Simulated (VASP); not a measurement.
Level of theory: LDA (Ceperley-Alder, Perdew-Zunger), VASP's LDA PAW potentials (set 64) (plane waves; VASP 6.6.1).

A VASP calculation is set up with these files.

**INCAR**
```
ALGO=Normal
EDIFF=1E-6
ENCUT=300
ISIF=2
ISMEAR=-1
LASPH=.TRUE.
LCHARG=.FALSE.
LMAXMIX=6
LREAL=.FALSE.
LWAVE=.FALSE.
NELM=100
PREC=Accurate
SIGMA=0.1
SYSTEM=LaCu2
```

File POSCAR:
```
LaCu2
1.0
  4.3450000000   0.0000000000   0.0000000000
 -2.1725000000   3.7628800000   0.0000000000
  0.0000000000   0.0000000000   3.8190000000
La Cu
1 2
Direct
  0.0000000000   0.0000000000   0.0000000000
  0.3333330000   0.6666670000   0.5000000000
  0.6666670000   0.3333330000   0.5000000000
```

File KPOINTS:
```
Automatic mesh
0
G
  6 6 6
0 0 0
```

POTCAR, in this order: La Cu (LDA.64 set). Program: vasp_std.

The resulting files:

OSZICAR:
```
       N       E                     dE             d eps       ncg     rms          rms(c)
DAV:   1     0.221236377212E+03    0.22124E+03   -0.89299E+03  1136   0.171E+03
DAV:   2     0.158452723079E+02   -0.20539E+03   -0.19631E+03  1400   0.341E+02
DAV:   3    -0.146456094764E+02   -0.30491E+02   -0.29208E+02  1768   0.152E+02
DAV:   4    -0.185052835351E+02   -0.38597E+01   -0.35493E+01  2208   0.466E+01
DAV:   5    -0.190591150773E+02   -0.55383E+00   -0.49641E+00  1876   0.144E+01    0.219E+01
DAV:   6    -0.248450676495E+02   -0.57860E+01   -0.23817E+02  1536   0.323E+02    0.195E+01
DAV:   7    -0.167466648150E+02    0.80984E+01   -0.67718E+01  1416   0.129E+02    0.648E+00
DAV:   8    -0.163513319136E+02    0.39533E+00   -0.45722E+00  1860   0.235E+01    0.519E+00
DAV:   9    -0.153721762922E+02    0.97916E+00   -0.35555E+00  1804   0.301E+01    0.912E-01
DAV:  10    -0.155314181084E+02   -0.15924E+00   -0.20110E+00  2164   0.147E+01    0.244E+00
DAV:  11    -0.154285158772E+02    0.10290E+00   -0.34972E-01  2048   0.847E+00    0.120E+00
DAV:  12    -0.154173265348E+02    0.11189E-01   -0.37728E-02  2136   0.185E+00    0.834E-01
DAV:  13    -0.154045851869E+02    0.12741E-01   -0.45327E-02  1932   0.349E+00    0.181E-01
DAV:  14    -0.154051025947E+02   -0.51741E-03   -0.20358E-02  2224   0.173E+00    0.173E-01
DAV:  15    -0.154047673815E+02    0.33521E-03   -0.16484E-03  1920   0.403E-01    0.101E-01
DAV:  16    -0.154045720958E+02    0.19529E-03   -0.72901E-04  2208   0.341E-01    0.278E-02
DAV:  17    -0.154045546901E+02    0.17406E-04   -0.10909E-04  2192   0.113E-01    0.871E-03
DAV:  18    -0.154045534006E+02    0.12896E-05   -0.73448E-06  1616   0.265E-02    0.493E-03
DAV:  19    -0.154045528040E+02    0.59664E-06   -0.30375E-06  1204   0.250E-02
   1 F= -.15404553E+02 E0= -.15375567E+02  d E =-.579725E-01
```

**OUTCAR**
```
------------------------ aborting loop because EDIFF is reached ----------------------------------------
  FORCE on cell =-STRESS in cart. coord.  units (eV):
  Direction    XX          YY          ZZ          XY          YZ          ZX
  --------------------------------------------------------------------------------------
  Total       -3.0045599     -3.0045593     -2.4809864      0.0000000     -0.0000000      0.0000000
  in kB      -77.0959631    -77.0959475    -63.6612487      0.0000000     -0.0000000      0.0000000
  external PRESSURE =     -72.6177198 kB  Pullay stress =       0.0000000 kB
  volume of cell :       62.44
      direct lattice vectors                 reciprocal lattice vectors
     4.345000000  0.000000000  0.000000000     0.230149597  0.132876945  0.000000000
    -2.172500000  3.762880000  0.000000000     0.000000000  0.265753891  0.000000000
     0.000000000  0.000000000  3.819000000     0.000000000  0.000000000  0.261848651
 POSITION                                       TOTAL-FORCE (eV/Angst)
 -----------------------------------------------------------------------------------
      0.00000      0.00000      0.00000        -0.000000      0.000000      0.000000
     -0.00000      2.50859      1.90950         0.000000     -0.000000      0.000000
      2.17250      1.25429      1.90950        -0.000000      0.000000      0.000000
 -----------------------------------------------------------------------------------
    total drift:                                0.000000      0.000000      0.000000
  FREE ENERGIE OF THE ION-ELECTRON SYSTEM (eV)
  ---------------------------------------------------
  free  energy   TOTEN  =       -15.4045528040 eV

  energy  without entropy=      -15.3465803129  energy(sigma->0) =      -15.37556656
```
(Selected blocks of OUTCAR.)

At this cut-off the stress carries a Pulay error, which pulls relaxed volumes low.

The structure comes from a measured LaCu2 entry of the Crystallography Open Database, whose conditions weren't checked. The cell was not relaxed at this level. The electron count is odd and the run is not spin-polarised, which forces a metal.
